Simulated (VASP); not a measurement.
HfO2:

```
Hf O
1.0
     3.55802    0.00000    0.00000
     0.00000    3.55802    0.00000
     0.00000    0.00000    5.17186
Hf O
2 4
Direct
  0.50000 0.50000 0.50000
  0.00000 0.00000 0.00000
  0.00000 0.50000 0.69721
  0.50000 0.00000 0.80279
  0.50000 0.00000 0.30279
  0.00000 0.50000 0.19721
```

Measurements of this composition are mostly on another form, of space group No. 14.

```yaml
Program: VASP 6.6.1
Task: relaxation of cell and atoms
Functional: PBE
Potentials_or_basis: VASP PAW PBE potentials, release 64 (Hf_pv, O)
Cutoff: 600 eV
k_mesh: 9 × 9 × 6
Occupations: gaussian, width 0.02 eV
Spin: no spin polarisation
```

At the start: pressure 6.3 GPa; volume 10.91 Å³/atom.

Problem. How do energy, volume and symmetry change on relaxing?

Solution. Over 12 steps the energy falls by 5.3 meV/atom and the volume is 11.21 Å³/atom (+2.7 %); space group P4_2/nmc (No. 137, to 0.05 Å).

Step by step:
| step | energy change (eV) | largest force (eV/Å) | pressure (GPa) | volume (Å³) |
| --- | --- | --- | --- | --- |
| 1 | 0.0000 | 0.0979 | 6.27 | 65.47 |
| 2 | 0.0417 | 0.2384 | -8.54 | 69.60 |
| 3 | -0.0305 | 0.0429 | 0.19 | 67.06 |
| 4 | -0.0305 | 0.0464 | -0.16 | 67.10 |
| 5 | -0.0308 | 0.0311 | 0.31 | 67.01 |
| 6 | -0.0308 | 0.0287 | 0.36 | 66.99 |
| 7 | -0.0311 | 0.0260 | 0.28 | 67.04 |
| 8 | -0.0316 | 0.0193 | 0.06 | 67.17 |
| 9 | -0.0314 | 0.0037 | -0.37 | 67.44 |
| 10 | -0.0317 | 0.0144 | -0.10 | 67.28 |
| 11 | -0.0317 | 0.0117 | -0.14 | 67.29 |
| 12 | -0.0318 | 0.0033 | 0.01 | 67.27 |

Final structure:
```xyz
6
Lattice="3.5873 0.0000 0.0000 0.0000 3.5873 0.0000 0.0000 0.0000 5.2275" Properties=species:S:1:pos:R:3 pbc="T T T"
Hf    1.7936    1.7936    2.6138
Hf    0.0000    0.0000    0.0000
O     0.0000    1.7936    3.6328
O     1.7936    0.0000    4.2085
O     1.7936    0.0000    1.5947
O     0.0000    1.7936    1.0190
```
